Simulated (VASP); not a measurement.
```yaml
crystal:
  lattice:
    - [0.00000, 2.27000, 2.27000]
    - [2.27000, 0.00000, 2.27000]
    - [2.27000, 2.27000, 0.00000]
  atoms:
    - { symbol: B, position: [0.00000, 0.00000, 0.00000] }
    - { symbol: P, position: [0.25000, 0.25000, 0.25000] }
```

The base run (VASP): PBE GGA, plane waves, VASP's PBE PAW potentials (set 64). Settings: 520 eV cut-off, 9×9×9 Γ-centred mesh, Gaussian smearing of 0.050 eV, potentials B P.

One setting is varied; ΔE counts from the most expensive setting. The base run took about 5 core-seconds. Times come from single runs on busy shared machines, so they are rough: good to a factor of about 2.

The pressure holds a Pulay error that falls with the cut-off, as the column shows.

```
setting      cost over the base run  electronic steps  ΔE (meV/atom)  pressure (GPa)
-----------  ----------------------  ----------------  -------------  --------------
ENCUT = 250    within a factor of 2                12           42.2           -2.78
ENCUT = 400    within a factor of 2                12            1.4            0.71
ENCUT = 475    within a factor of 2                12            1.4            0.70
ENCUT = 450    within a factor of 2                12            1.5            0.72
base run                  reference                12            1.2            0.68
ENCUT = 575    within a factor of 2                12            0.6            0.68
ENCUT = 675    within a factor of 2                12            0.1            0.70
ENCUT = 700    within a factor of 2                12            0.0            0.71
```

Left out are runs that failed, have no time on record or changed the cell.

The compound is BP in the zinc blende structure. The cell was not relaxed at this level.
